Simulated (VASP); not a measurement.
All values below come from vdW-DF-cx, VASP's PBE PAW potentials (set 64) (plane waves; VASP).

VASP ran on this input.

INCAR:
```
! general
SYSTEM  =Zn
PREC    =Accurate
ENCUT   =520
LREAL   =.False.
LASPH   =.True.

! electronic loop
EDIFF   =1E-7
NELM    =100
ALGO    =Normal
LMAXMIX =4

! smearing
ISMEAR  =-5

! functional
GGA     =CX
LUSE_VDW=.True.
AGGAC   =0.0

! ions
ISIF    =2

! output
LWAVE   =.False.
LCHARG  =.True.
LORBIT  =11
NEDOS   =601
```

File POSCAR:
```
Zn
2.6570140
  0.4999999653  -0.8660255032   0.0000000000
  0.4999999653   0.8660255032   0.0000000000
  0.0000000000   0.0000000000   1.7577195220
Zn
2
Direct
  0.3333330000   0.6666670000   0.2500000000
  0.6666670000   0.3333330000   0.7500000000
```

KPOINTS:
```
kpoints
0
gamma
18 18 9
```

POTCAR, in this order: Zn (PBE.64 set). Program: vasp_std.

The resulting files:

**OSZICAR**
```
       N       E                     dE             d eps       ncg     rms          rms(c)
DAV:   1     0.101027047122E+03    0.10103E+03   -0.12796E+04  6032   0.242E+03
DAV:   2     0.595116360458E+01   -0.95076E+02   -0.94089E+02  6064   0.302E+02
DAV:   3     0.336396545028E+01   -0.25872E+01   -0.25820E+01  7264   0.613E+01
DAV:   4     0.335673391330E+01   -0.72315E-02   -0.72314E-02  7224   0.324E+00
DAV:   5     0.335672377233E+01   -0.10141E-04   -0.10140E-04  7232   0.100E-01    0.456E+00
DAV:   6     0.360091419827E+01    0.24419E+00   -0.12050E+00  6120   0.250E+01    0.329E+00
DAV:   7     0.361163017941E+01    0.10716E-01   -0.36793E-02  7528   0.361E+00    0.171E+00
DAV:   8     0.361671075971E+01    0.50806E-02   -0.18354E-03  8104   0.732E-01    0.482E-02
DAV:   9     0.361669708758E+01   -0.13672E-04   -0.26287E-04  8424   0.241E-01    0.345E-02
DAV:  10     0.361669170821E+01   -0.53794E-05   -0.22950E-05  6568   0.588E-02    0.358E-03
DAV:  11     0.361669214579E+01    0.43758E-06   -0.17282E-07  5992   0.851E-03    0.176E-03
DAV:  12     0.361669252302E+01    0.37723E-06   -0.44224E-08  3936   0.356E-03    0.663E-05
DAV:  13     0.361669252072E+01   -0.22992E-08   -0.14257E-08  3504   0.151E-03
   1 F= 0.36166925E+01 E0= 0.36166925E+01  d E =0.000000E+00
```

OUTCAR:
```
------------------------ aborting loop because EDIFF is reached ----------------------------------------
  FORCE on cell =-STRESS in cart. coord.  units (eV):
  Direction    XX          YY          ZZ          XY          YZ          ZX
  --------------------------------------------------------------------------------------
  Total       -0.0560424     -0.0560424      0.1737512      0.0000000      0.0000000      0.0000000
  in kB       -3.1445989     -3.1446001      9.7493740      0.0000000      0.0000000      0.0000000
  external PRESSURE =       1.1533917 kB  Pullay stress =       0.0000000 kB
  volume of cell :       28.55
      direct lattice vectors                 reciprocal lattice vectors
     1.328506908 -2.301041886  0.000000000     0.376362364 -0.217292872  0.000000000
     1.328506908  2.301041886  0.000000000     0.376362364  0.217292872  0.000000000
     0.000000000  0.000000000  4.670285378     0.000000000  0.000000000  0.214119678
 POSITION                                       TOTAL-FORCE (eV/Angst)
 -----------------------------------------------------------------------------------
      1.32851      0.76702      1.16757         0.000000      0.000000      0.000000
      1.32851     -0.76702      3.50271        -0.000000     -0.000000      0.000000
 -----------------------------------------------------------------------------------
    total drift:                               -0.000013      0.000070      0.000004
  FREE ENERGIE OF THE ION-ELECTRON SYSTEM (eV)
  ---------------------------------------------------
  free  energy   TOTEN  =         3.6166925207 eV

  energy  without entropy=        3.6166925207  energy(sigma->0) =        3.61669252

 total charge

# of ion       s       p       d       tot
------------------------------------------
    1        0.601   0.487   9.727  10.815
    2        0.601   0.487   9.727  10.815
--------------------------------------------------
tot          1.201   0.973  19.455  21.629
```
(Selected blocks of OUTCAR.)

For a metal the tetrahedron method with Blöchl corrections gives inexact stress and forces.

The compound is Zn in the hcp structure. It was relaxed first, which changed the volume by -6 %.
